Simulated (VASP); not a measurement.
Ge:

```
Ge
1.0
     0.00000    2.84000    2.84000
     2.84000    0.00000    2.84000
     2.84000    2.84000    0.00000
Ge
2
Direct
  0.00000 0.00000 0.00000
  0.25000 0.25000 0.25000
```

The cell was built by a generator and needn't be a form met in nature.

```yaml
Program: VASP 6.6.1
Task: relaxation of cell and atoms
Functional: PBE
Potentials_or_basis: VASP PAW PBE potentials, release 64 (Ge_d)
Cutoff: 700 eV
k_mesh: 10 × 10 × 10
Occupations: gaussian, width 0.02 eV
Spin: no spin polarisation
```

At the start: pressure 2.7 GPa; volume 22.91 Å³/atom.

Question: Where does the relaxation end?

Answer: Over 5 steps the energy falls by 8.0 meV/atom and the volume is 23.84 Å³/atom (+4.1 %); space group Fd-3m (No. 227, to 0.05 Å).

Step by step:
```tsv
step	energy change (eV)	largest force (eV/Å)	pressure (GPa)	volume (Å³)
1	0.0000	0.0000	2.68	45.81
2	-0.0144	0.0000	-0.88	48.40
3	-0.0159	0.0000	-0.19	47.75
4	-0.0159	0.0000	0.18	47.61
5	-0.0159	0.0000	0.01	47.68
```

Final structure:
```
Ge
1.0
     0.00000    2.87807    2.87807
     2.87807    0.00000    2.87807
     2.87807    2.87807    0.00000
Ge
2
Direct
  0.00000 0.00000 0.00000
  0.25000 0.25000 0.25000
```
